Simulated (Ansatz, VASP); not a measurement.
# BiB: VASP beside Ansatz

```
CELL_PARAMETERS angstrom
-0.13991 2.76801 2.76801
2.76801 -0.13991 2.76801
2.76801 2.76801 -0.13991
ATOMIC_POSITIONS crystal
B 0.99750 0.99750 0.99750
Bi 0.25250 0.25250 0.25250
```

Change from the starting cell: epitaxial_111 strain +5.9%.

Alike in both runs: task single point; functional PBE; k mesh 8 × 8 × 8; occupations fermi-dirac, width 0.02 eV; no spin polarisation.

```csv
,VASP,Ansatz
version,VASP 6.6.1,Ansatz 0.2.0
potentials or method,"VASP PAW PBE potentials, release 64 (B, Bi_d)","plane waves, PAW"
plane-wave cutoff (eV),520,420
valence electrons in the cell,18,18
```

```tsv
	VASP	Ansatz	Ansatz less VASP
pressure (GPa)	-4.5	-4.5	+0.03
largest component of the traceless stress (GPa)	2.81	2.81	+0.005
rms of the force components (eV/Å)	0.015	0.016	+0.0009
```

Atom by atom the forces differ by 0.001 eV/Å (rms over components).
